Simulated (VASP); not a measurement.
Output of a VASP run:

### OSZICAR
```
       N       E                     dE             d eps       ncg     rms          rms(c)
DAV:   1    -0.577464426081E+00   -0.57746E+00   -0.14619E+03   576   0.615E+02
DAV:   2    -0.598464057653E+01   -0.54072E+01   -0.54072E+01   846   0.699E+01
DAV:   3    -0.609222870131E+01   -0.10759E+00   -0.10759E+00   660   0.989E+00
DAV:   4    -0.609371334876E+01   -0.14846E-02   -0.14846E-02   780   0.107E+00
DAV:   5    -0.609371875860E+01   -0.54098E-05   -0.54098E-05   678   0.579E-02    0.371E+00
DAV:   6    -0.581256540893E+01    0.28115E+00   -0.33208E-01   600   0.284E+00    0.178E+00
DAV:   7    -0.573589556858E+01    0.76670E-01   -0.42461E-01   690   0.352E+00    0.298E-01
DAV:   8    -0.574331927184E+01   -0.74237E-02   -0.24017E-02   624   0.134E+00    0.108E-01
DAV:   9    -0.574339350992E+01   -0.74238E-04   -0.24064E-03   696   0.384E-01    0.223E-02
DAV:  10    -0.574339406459E+01   -0.55467E-06   -0.13979E-04   756   0.104E-01    0.159E-02
DAV:  11    -0.574342032253E+01   -0.26258E-04   -0.99354E-05   612   0.101E-01    0.380E-03
DAV:  12    -0.574342083551E+01   -0.51298E-06   -0.17721E-06   648   0.146E-02
   1 F= -.57434208E+01 E0= -.57434208E+01  d E =-.574342E+01
       N       E                     dE             d eps       ncg     rms          rms(c)
DAV:   1    -0.574519067707E+01   -0.17704E-02   -0.10598E-02   780   0.975E-01    0.204E-01
DAV:   2    -0.574491863335E+01    0.27204E-03   -0.42033E-04   648   0.221E-01    0.122E-01
DAV:   3    -0.574479534670E+01    0.12329E-03   -0.30862E-04   942   0.139E-01    0.137E-02
DAV:   4    -0.574479770331E+01   -0.23566E-05   -0.42588E-06   582   0.286E-02    0.284E-03
DAV:   5    -0.574479631238E+01    0.13909E-05   -0.23548E-06   594   0.156E-02    0.155E-03
DAV:   6    -0.574479624435E+01    0.68026E-07   -0.22929E-07   282   0.665E-03
   2 F= -.57447962E+01 E0= -.57447962E+01  d E =-.137541E-02
       N       E                     dE             d eps       ncg     rms          rms(c)
DAV:   1    -0.574919353327E+01   -0.43972E-02   -0.76703E-02   780   0.267E+00    0.548E-01
DAV:   2    -0.574712858682E+01    0.20649E-02   -0.29783E-03   654   0.586E-01    0.328E-01
DAV:   3    -0.574637322632E+01    0.75536E-03   -0.22156E-03   942   0.368E-01    0.373E-02
DAV:   4    -0.574637152959E+01    0.16967E-05   -0.28976E-05   588   0.772E-02    0.968E-03
DAV:   5    -0.574637044838E+01    0.10812E-05   -0.19460E-05   870   0.430E-02    0.516E-03
DAV:   6    -0.574636988576E+01    0.56262E-06   -0.91980E-07   384   0.126E-02
   3 F= -.57463699E+01 E0= -.57463699E+01  d E =-.294905E-02
```

### OUTCAR
```
------------------------ aborting loop because EDIFF is reached ----------------------------------------
  FORCE on cell =-STRESS in cart. coord.  units (eV):
  Direction    XX          YY          ZZ          XY          YZ          ZX
  --------------------------------------------------------------------------------------
  Total       -0.0014678     -0.0014678     -0.0014678     -0.0000000      0.0000000     -0.0000000
  in kB       -0.1440671     -0.1440671     -0.1440671     -0.0000000      0.0000000     -0.0000000
  external PRESSURE =      -0.1440671 kB  Pullay stress =       0.0000000 kB
  volume of cell :       16.32
      direct lattice vectors                 reciprocal lattice vectors
     0.000000000  2.013397717  2.013397717    -0.248336429  0.248336429  0.248336429
     2.013397717  0.000000000  2.013397717     0.248336429 -0.248336429  0.248336429
     2.013397717  2.013397717 -0.000000000     0.248336429  0.248336429 -0.248336429
  FREE ENERGIE OF THE ION-ELECTRON SYSTEM (eV)
  ---------------------------------------------------
  free  energy   TOTEN  =        -5.7463698858 eV

  energy  without entropy=       -5.7463698858  energy(sigma->0) =       -5.74636989

 reached required accuracy - stopping structural energy minimisation
```
(Selected blocks of OUTCAR.)

**POSCAR**
```
LiH
1
    0.0000000000     2.0400000000     2.0400000000
    2.0400000000     0.0000000000     2.0400000000
    2.0400000000     2.0400000000     0.0000000000
Li H
1 1
Direct
  0.0000000000   0.0000000000   0.0000000000
  0.5000000000   0.5000000000   0.5000000000
```

Write an INCAR and KPOINTS that could have produced this output.

One answer among several that fit: the input of the run itself, vdW-DF2, plane waves, VASP's PBE PAW potentials (set 64).

INCAR:
```
SYSTEM = LiH
PREC = Accurate
ENCUT = 520
EDIFF = 1E-6
NELM = 100
ALGO = Normal
LREAL = .FALSE.
LASPH = .TRUE.
ISMEAR = 0
SIGMA = 0.05
GGA = ML
ZAB_VDW = -1.8867
LUSE_VDW = .TRUE.
AGGAC = 0.0
LWAVE = .FALSE.
LCHARG = .FALSE.
IBRION = 2
ISIF = 3
NSW = 60
EDIFFG = -0.01
```

### KPOINTS
```
Automatic mesh
0
Gamma
10 10 10
0 0 0
```

POTCAR, in this order: Li_sv H (PBE.64 set). Program: vasp_std.

Energy and stress use the plane-wave basis of the starting cell.

The compound is LiH in the rock salt structure. This run relaxes it. Symmetry was kept, so distortions that lower it aren't found.
